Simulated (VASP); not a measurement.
Set up this calculation in VASP 6.6.1, as the native input.

| Quantity | Value |
| --- | --- |
| Task | band structure |
| Functional | TB-mBJ |
| Potentials or basis | VASP PAW PBE potentials, release 64 (Ge_d) |
| Cutoff | 520 eV |
| k mesh | 6 × 6 × 6 |
| Occupations | gaussian, width 0.03 eV |
| Spin | spin-orbit coupling, no magnetisation |
| Further INCAR settings | ALGO = Normal; EDIFF = 1e-06; NBANDS = 42 |

Ge:

```
CELL_PARAMETERS angstrom
0.00000 2.83700 2.83700
2.83700 0.00000 2.83700
2.83700 2.83700 0.00000
ATOMIC_POSITIONS crystal
Ge 0.00000 0.00000 0.00000
Ge 0.25000 0.25000 0.25000
```

One way to write it, as run:

POSCAR

```
Ge                                      
1.0
    0.0000000000      2.8370028123      2.8370028123
    2.8370028123      0.0000000000      2.8370028123
    2.8370028123      2.8370028123      0.0000000000
  Ge            
     2
Direct
     0.0000000000000000    0.0000000000000000    0.0000000000000000
     0.2500000000000000    0.2500000000000000    0.2500000000000000
```

INCAR.step1

```
PREC = Accurate
ENCUT = 520
EDIFF = 1E-5
ISMEAR = 0
SIGMA = 0.03
LREAL = False
LASPH = True
NELM = 80
ALGO = Normal
ISIF = 2
LWAVE = True
LCHARG = False
LNONCOLLINEAR = True
MAGMOM = 0 0 0 0 0 0
LORBIT = 11
LSORBIT = True
GGA_COMPAT = False
NBANDS = 42
GGA = PE
```

INCAR.step2

```
PREC = Accurate
ENCUT = 520
EDIFF = 1E-6
ISMEAR = 0
SIGMA = 0.03
LREAL = False
LASPH = True
NELM = 80
ALGO = Normal
ISIF = 2
LWAVE = False
LCHARG = False
LNONCOLLINEAR = True
MAGMOM = 0 0 0 0 0 0
LORBIT = 11
LSORBIT = True
GGA_COMPAT = False
METAGGA = MBJ
NBANDS = 42
ISTART = 1
```

KPOINTS

```
Automatic mesh
0
Gamma
  6 6 6
```

KPOINTS_OPT

```
explicit points
159
Reciprocal
 0.0000000000  0.0000000000  0.0000000000 1
 0.0357142857  0.0000000000  0.0357142857 1
 0.0714285714  0.0000000000  0.0714285714 1
 0.1071428571  0.0000000000  0.1071428571 1
 0.1428571429  0.0000000000  0.1428571429 1
 0.1785714286  0.0000000000  0.1785714286 1
[... 151 lines left out ...]
 0.4250000000  0.0000000000  0.4250000000 1
 0.4500000000  0.0000000000  0.4500000000 1
```

Potentials or basis: VASP PAW PBE potentials, release 64 (Ge_d).

The run is started by

```sh
$ cat potpaw_PBE.64/Ge_d/POTCAR > POTCAR
$ cp INCAR.step1 INCAR
$ mpirun -np 1 vasp_ncl > vasp.out
$ cp INCAR.step2 INCAR
$ mpirun -np 1 vasp_ncl > vasp.out
```

It gave:

```json
{
 "Valence electrons inside the program's atomic spheres": "Ge 12.26"
}
```

Run time: 8.1 min on 1 thread of Intel(R) Xeon(R) Platinum 8488C (Sapphire Rapids), with other jobs on the host, peak memory 0.34 GiB.
